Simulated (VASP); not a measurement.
An input for Quantum ESPRESSO's pw.x (written as the equivalent of a VASP run, and not itself run):

```
&CONTROL
  calculation = 'scf'
  pseudo_dir = './pseudo'
  outdir = './out'
  tprnfor = .true.
  tstress = .true.
/
&SYSTEM
  ibrav = 0
  nat = 10
  ntyp = 2
  ecutwfc = 84
  occupations = 'smearing'
  smearing = 'fermi-dirac'
  degauss = 0.00735
  input_dft = 'pbe'
  nspin = 2
  starting_magnetization(1) = 0.2
/
&ELECTRONS
  conv_thr = 7.3e-08
  electron_maxstep = 100
/
ATOMIC_SPECIES
  V 50.941 V.upf
  O 15.999 O.upf
CELL_PARAMETERS angstrom
     2.4732370    1.4279240    4.5005950
    -2.4732370    1.4279240    4.5005950
     0.0000000   -2.8558480    4.5005950
ATOMIC_POSITIONS crystal
  V    0.3521600  0.3521600  0.3521600
  V    0.1478400  0.1478400  0.1478400
  V    0.6478400  0.6478400  0.6478400
  V    0.8521600  0.8521600  0.8521600
  O    0.5561000  0.9439000  0.2500000
  O    0.2500000  0.5561000  0.9439000
  O    0.9439000  0.2500000  0.5561000
  O    0.4439000  0.0561000  0.7500000
  O    0.7500000  0.4439000  0.0561000
  O    0.0561000  0.7500000  0.4439000
K_POINTS automatic
  6 6 6 0 0 0
HUBBARD {ortho-atomic}
U V-3d 3.25
```

### Question
Write the VASP files for the same calculation (PBE+U).

### Answer
Several could match; the one computed here: 
POSCAR:
```
V2O3
4.5005950
  0.5495355614   0.3172744937   1.0000000000
 -0.5495355614   0.3172744937   1.0000000000
  0.0000000000  -0.6345489874   1.0000000000
V O
4 6
direct
  0.3521600000   0.3521600000   0.3521600000
  0.1478400000   0.1478400000   0.1478400000
  0.6478400000   0.6478400000   0.6478400000
  0.8521600000   0.8521600000   0.8521600000
  0.5561000000   0.9439000000   0.2500000000
  0.2500000000   0.5561000000   0.9439000000
  0.9439000000   0.2500000000   0.5561000000
  0.4439000000   0.0561000000   0.7500000000
  0.7500000000   0.4439000000   0.0561000000
  0.0561000000   0.7500000000   0.4439000000
```

KPOINTS:
```
Automatic mesh
0
Gamma
6 6 6
0 0 0
```

**INCAR**
```
SIGMA  =  0.1
LMAXMIX  =  4
ENCUT  =  400
LORBIT  =  11   ! lm-projected
NELM  =  100   ! most electronic steps
LDAUU  =  3.25 0
MAGMOM  =  2.0 2.0 2.0 2.0 0.0 0.0 0.0 0.0 0.0 0.0
GGA  =  PE   ! PBE
SYSTEM  =  V2O3
LDAUTYPE  =  2   ! Dudarev
LASPH  =  T
ISIF  =  2   ! forces and stress, cell fixed
PREC  =  Accurate
ISPIN  =  2
ALGO  =  Normal
ISMEAR  =  -1
LDAUJ  =  0 0
LDAU  =  T
LREAL  =  F   ! projection in real space or not
LCHARG  =  F
LWAVE  =  F
EDIFF  =  1E-6   ! SCF stop (eV)
LDAUL  =  2 -1
```

POTCAR, in this order: V_sv O (PBE.64 set). Program: vasp_std.

Limits of the translation: the potentials are each code's own (VASP's PAW set, PseudoDojo norm-conserving files in pw.x), so ENCUT and ecutwfc are chosen apart and not converted; conv_thr bounds pw.x's estimated SCF error, while EDIFF bounds the energy change between steps; starting_magnetization is a fraction of the valence charge and MAGMOM a moment in μB, so they match only roughly; the +U projectors differ (PAW spheres against orthogonalised atomic orbitals), so the same U acts differently.

The structure was generated: V2O3 was put into an ordered model structure, which need not be its known phase. The cell was not relaxed at this level.
